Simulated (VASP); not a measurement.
Computed with PBE GGA, VASP's PBE PAW potentials (set 64) (plane waves; VASP).

Gaps are without spin-orbit coupling.

- volume per atom = 22.89 Å³/atom
- band gap (over mesh and band path) = 5.03 eV
- smallest direct gap (over mesh and band path) = 5.03 eV

Task: Which relaxed crystal gives these values?
A. BN, P6_3/mmc (194)
B. NaCl, Fm-3m (225)
C. CdI2, P-3m1 (164)
D. ZnS, F-43m (216)

Result: B, NaCl, Fm-3m (225)
